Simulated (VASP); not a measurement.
Input:

```yaml
crystal:
  lattice:
    - [6.36276, 0.00000, -0.00026]
    - [0.00000, 3.89144, 0.00000]
    - [-0.00559, 0.00000, 6.74649]
  atoms:
    - { symbol: Mg, position: [0.50040, 0.00000, 0.66664] }
    - { symbol: Zn, position: [0.49970, 0.50000, 0.16680] }
    - { symbol: Zn, position: [0.99945, 0.50000, 0.83634] }
    - { symbol: Zn, position: [0.99887, 0.00000, 0.33002] }
    - { symbol: S, position: [0.11359, 0.00000, 0.66544] }
    - { symbol: S, position: [0.12699, 0.50000, 0.16735] }
    - { symbol: S, position: [0.62978, 0.50000, 0.84257] }
    - { symbol: S, position: [0.62732, 0.00000, 0.32474] }
```

Computed with modified Becke-Johnson potential (mBJ), VASP's PBE PAW potentials (set 64) (plane waves; VASP). Settings: 400 eV cut-off, 4×4×4 Γ-centred mesh, Gaussian smearing of 0.050 eV, potentials Mg Zn S.

mBJ is a potential without an energy functional, so only the levels count.

Give the energies of bands 23 to 36 at the high-symmetry points, in eV from the valence-band maximum.

| band | Γ | Z | D | B | A | E | C2 | Y2 |
|---|---|---|---|---|---|---|---|---|
| 23 | -2.48 | -2.83 | -2.90 | -2.13 | -2.23 | -3.29 | -2.94 | -1.96 |
| 24 | -1.74 | -2.43 | -2.57 | -1.84 | -1.45 | -1.46 | -2.10 | -1.36 |
| 25 | -1.26 | -2.35 | -2.35 | -1.42 | -1.35 | -1.40 | -1.96 | -1.32 |
| 26 | -0.81 | -2.30 | -1.73 | -1.41 | -1.18 | -1.27 | -1.85 | -1.15 |
| 27 | -0.73 | -2.12 | -1.72 | -1.14 | -1.17 | -1.24 | -1.80 | -1.12 |
| 28 | -0.62 | -1.35 | -1.29 | -0.61 | -0.95 | -1.16 | -1.23 | -0.50 |
| 29 | -0.07 | -1.21 | -1.17 | -0.46 | -0.79 | -1.14 | -1.09 | -0.49 |
| 30 | -0.02 | -1.20 | -0.74 | -0.33 | -0.77 | -1.12 | -1.03 | -0.25 |
| 31 | 0.00 | -1.06 | -0.61 | -0.23 | -0.61 | -1.09 | -0.96 | -0.24 |
| 32 | 3.86 | 6.00 | 5.01 | 5.17 | 5.53 | 4.96 | 5.68 | 4.88 |
| 33 | 4.74 | 6.08 | 5.23 | 5.34 | 5.60 | 5.00 | 5.76 | 4.93 |
| 34 | 5.25 | 6.47 | 5.64 | 5.46 | 5.76 | 5.01 | 5.81 | 5.04 |
| 35 | 6.07 | 6.67 | 6.16 | 6.38 | 6.27 | 5.51 | 6.54 | 5.80 |
| 36 | 6.28 | 6.97 | 6.22 | 7.05 | 6.89 | 6.37 | 7.32 | 6.51 |

The gap is direct, 3.86 eV, from the valence maximum at Γ to the conduction minimum at Γ.

The structure comes from a computed database's MgZn3S4 entry (Pm); how it stands against other phases isn't given here. It was relaxed first. The cell's shape comes from a PBE relaxation.
